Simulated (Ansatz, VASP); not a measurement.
# Cross-check of HfO2 between VASP and Ansatz, part 2 of 2

Aim: how closely do two programs agree when they are given the same cell, functional and k mesh? Of the first pair: The two relaxations start from unlike cells of this crystal (the structure described is Ansatz's start), so only their ends are compared.

VASP 6.6.1 and Ansatz 0.2.0.

So far: The starting structure; Ansatz: relaxation of cell and atoms, LDA; VASP: relaxation of cell and atoms, LDA; Differences.

### 5. VASP: zone-centre phonons, LDA

Level of this step: LDA; plane waves and PAW (Hf_pv, O) (VASP).

Second derivatives magnify differences that forces hide, and they need a tight electronic threshold.

Contents of INCAR:

```
SYSTEM = HfO2
PREC = Accurate
ENCUT = 600
EDIFF = 1E-08
NELM = 120
ISMEAR = 0
SIGMA = 0.01
LREAL = .FALSE.
ALGO = Normal
GGA = CA
NBANDS = 17
LASPH = .TRUE.
LORBIT = 11
LWAVE = .FALSE.
LCHARG = .FALSE.
ISIF = 2
IBRION = 8
LEPSILON = .TRUE.
GGA_COMPAT = .FALSE.
EFERMI = MIDGAP
KPAR = 2
```

Contents of POSCAR:

```
HfO2
1.0
   -2.4810161546      0.0000000000      2.4810161546
    0.0000000000      2.4810161546      2.4810161546
   -2.4810161546      2.4810161546      0.0000000000
Hf O
1 2
Direct
    0.0000000000      0.0000000000      0.0000000000
    0.7500000000      0.7500000000      0.7500000000
    0.2500000000      0.2500000000      0.2500000000
```

Contents of KPOINTS:

```
Automatic mesh
0
Gamma
8 8 8
0 0 0
```

PAW data sets: Hf_pv and O (LDA family, release 64).

Launch:

```bash
> mpirun -np 2 vasp_std
```

Log:

```text
[... set-up lines as in an earlier step ...]
 entering main loop
       N       E                     dE             d eps       ncg     rms          rms(c)
DAV:   1     0.986958595994E+02    0.98696E+02   -0.13816E+04   986   0.144E+03
DAV:   2    -0.347181315394E+02   -0.13341E+03   -0.12968E+03  1239   0.319E+02
DAV:   3    -0.386188027539E+02   -0.39007E+01   -0.38920E+01  1186   0.491E+01
DAV:   4    -0.386402563418E+02   -0.21454E-01   -0.21447E-01  1262   0.399E+00
[...]
DAV:  12    -0.330725351550E+02   -0.43192E-06   -0.57421E-06  1258   0.191E-02    0.208E-02
DAV:  13    -0.330725352171E+02   -0.62150E-07   -0.16747E-07  1228   0.360E-03    0.234E-03
DAV:  14    -0.330725352187E+02   -0.16066E-08   -0.24726E-09   790   0.457E-04
   1 F= -.33072535E+02 E0= -.33072535E+02  d E =0.000000E+00
 Linear response reoptimize wavefunctions to high precision
DAV:   1    -0.330725352190E+02   -0.29922E-09   -0.11201E-09   887   0.323E-04
DAV:   2    -0.330725352190E+02    0.36380E-11   -0.11743E-10   556   0.890E-05
 Linear response G [H, r] |phi>, progress :
  Direction:   1
[...]
RMM:  14    -0.220020416350E+00   -0.32203E-08    0.62483E-08  3564   0.125E-04    0.653E-06
 first order change of Fermi-energy   0.17319E-03
 force on displaced ion       1 direction 1 :  -7.387   0.000   0.000
 Born effective charge ion    1 direction 1 :   5.559   0.000   0.000
 Linear response progress:
  Degree of freedom:   2/  2
       N       E                     dE             d eps       ncg     rms          rms(c)
RMM:   1    -0.369635087614E+00   -0.36964E+00    0.23012E-01  7030   0.381E+00
RMM:   2    -0.358269805333E+00    0.11365E-01   -0.10216E-02  5041   0.683E-01    0.798E-01
RMM:   3    -0.359534850867E+00   -0.12650E-02   -0.92409E-04  4671   0.192E-01    0.474E-01
RMM:   4    -0.361726335656E+00   -0.21915E-02   -0.82653E-04  4766   0.188E-01    0.513E-02
[...]
RMM:  21    -0.361430296634E+00    0.28093E-10   -0.16838E-07  4163   0.127E-04    0.103E-07
RMM:  22    -0.361430296654E+00   -0.20260E-10   -0.16282E-07  4157   0.127E-04    0.112E-07
RMM:  23    -0.361430296651E+00    0.30256E-11   -0.16899E-07  4157   0.127E-04    0.793E-08
 first order change of Fermi-energy   0.75835E-04
 force on displaced ion       2 direction 1 : -13.067   0.000   0.000
 Born effective charge ion    2 direction 1 :  -2.780   0.000   0.000
 Born effective charges drift removed
 Linear response finished
```

From OUTCAR (step 5):

```text
  Total        0.6268347      0.6268347      0.6268347      0.0000000     -0.0000000     -0.0000000
  in kB       32.8809877     32.8809877     32.8809877      0.0000000     -0.0000000     -0.0000000
  external PRESSURE =      32.8809877 kB  Pullay stress =       0.0000000 kB

 POSITION                                       TOTAL-FORCE (eV/Angst)
 -----------------------------------------------------------------------------------
      0.00000      0.00000      0.00000        -0.000000     -0.000000     -0.000000
     -3.72152      3.72152      3.72152        -0.000000      0.000000     -0.000000
     -1.24051      1.24051      1.24051         0.000000      0.000000      0.000000
 -----------------------------------------------------------------------------------
    total drift:                               -0.000000      0.000000      0.000000

 MACROSCOPIC STATIC DIELECTRIC TENSOR (including local field effects in DFT)
 ------------------------------------------------------
           5.329573     0.000000     0.000000
          -0.000000     5.329573    -0.000000
          -0.000000    -0.000000     5.329573
 ------------------------------------------------------

 MACROSCOPIC STATIC DIELECTRIC TENSOR IONIC CONTRIBUTION
 ------------------------------------------------------
          24.760189     0.000000    -0.000000
           0.000000    24.760189     0.000000
          -0.000000     0.000000    24.760189
 ------------------------------------------------------

[... 2 further parts left out ...]
```

### 6. Ansatz: zone-centre phonons, LDA

The same cell, functional (in two slightly different forms) and mesh now go to Ansatz.

The cell is taken from a series of runs on this material, whose earlier steps may have relaxed, scaled, displaced or heated it; both programs get it as it stands.

Contents of input.yaml:

```yaml
crystal:
  lattice:
    - [-2.4810161546, 0.0, 2.4810161546]
    - [0.0, 2.4810161546, 2.4810161546]
    - [-2.4810161546, 2.4810161546, 0.0]
  atoms:
    - { symbol: Hf, position: [0.0, 0.0, 0.0] }
    - { symbol: O, position: [0.75, 0.75, 0.75] }
    - { symbol: O, position: [0.25, 0.25, 0.25] }
kpoints:
  mp_grid: { grid: [8, 8, 8] }
hamiltonian:
  xc: lda
  pseudopotentials: { kind: nc, accuracy: standard }
scf:
  occupations: { method: fixed }
output:
  eigenvalues: true
basis:
  ecutwfc: 979.61
phonons:
  method: dfpt
  dielectric: true
  rigid_motions: translations
```

Launch:

```bash
> ansatz run input.yaml --threads 4 --pin off --max-ram 8192MiB --backend cpu --events-out ev --progress --plain --runs-dir out
```

Log:

```text
[...]
Crystal: 3 atoms, lattice volume = 30.543 Å³
Basis set: ecut = 979.61 eV, 2109 PW (Γ), exchange–correlation on 72×72×72 points (8 copies of the dense FFT grid, shifted against one another)
Bands: 16, of which v1, the nominal top of the filled ones, is band 12 counted from 1 (11 counted from 0)
Symmetry: 48 space group operations
[...]
optical modes at Γ + LO–TO along q̂ = [1.0000, 0.0000, 0.0000]:
      ω (cm⁻¹)  modes    IR ((D/Å)²/amu)
[...]
optical modes at Γ + LO–TO along q̂ = [0.0000, 1.0000, 0.0000]:
      ω (cm⁻¹)  modes    IR ((D/Å)²/amu)
[...]
645.19      1            26.1504
  optical modes at Γ + LO–TO along q̂ = [0.0000, 0.0000, 1.0000]:
      ω (cm⁻¹)  modes    IR ((D/Å)²/amu)
        258.70      2            52.3007
        611.04      3             0.0000
        645.19      1            26.1504
[key lines of the parts left out:]
SCF converged after 8 iterations
Free energy (F): -2441.121301 eV
Fermi energy:    13.049377 eV
```

### 7. Side by side

What differs besides the data sets and the points named for the pairs above, as far as they apply: fixed occupations in Ansatz, narrow Gaussian smearing in VASP; the data sets hold 24 valence electrons in Ansatz (on norm-conserving files, of PseudoDojo where its log says so) and 22 in VASP. Total energies have different zeros and are not compared.

The two programs side by side:

| quantity | Ansatz | VASP | difference |
| --- | --- | --- | --- |
| ε∞ xx | 5.23 | 5.33 | -1.92 % |
| ε∞ yy | 5.23 | 5.33 | -1.92 % |
| ε∞ zz | 5.23 | 5.33 | -1.92 % |
| Born charge of Hf1 (mean of the diagonal) (e) | 5.55 | 5.56 | -0.01 |
| Born charge of O2 (mean of the diagonal) (e) | -2.77 | -2.78 | +0.01 |
| optical mode 1 to 3 (cm⁻¹) | 258.7 | 272.5 | -5.05 % |
| optical mode 4 to 6 (cm⁻¹) | 611.0 | 617.4 | -1.03 % |

Modes are paired by rising frequency, not by their patterns, so a pair may set unlike modes beside each other; they are those without the splitting of longitudinal modes.

### 8. What came out

- difference in volume (relaxation of cell and atoms, LDA): -1.1 %
- r.m.s. difference of the optical zone-centre modes, each program's sorted by frequency (zone-centre phonons, LDA): 11 cm⁻¹
- difference in optical mode 1 to 3 (zone-centre phonons, LDA): -5.1 %

In words: The difference in volume is -1.1 % (relaxation of cell and atoms, LDA), within the 1.2 % picked in this series as the mark of a large difference, as far as the stopping tolerances let one tell. The data sets hold unlike numbers of valence electrons (24 in Ansatz and 22 in VASP), so part of the differences comes from the potentials. Among the rows given in per cent, the largest difference of the zone-centre phonons, LDA pair is in optical mode 1 to 3, -5.1 %. 1 further run of this series is not shown here. How closely two codes agree says nothing of how well the functional describes the real material.

[Lines on the potential files, build, host, timing and source positions are cut from VASP's logs without a mark.]

[Logs are printed without paths, hosts, clocks, repeated set-up lines and the standing remarks that a program may print on its own settings, such as how far it seeks lower states.]

[Hosts, paths, dates, database ids (printed as entryN), source tags and the programs' standing remarks are cut or masked in the printed files.]
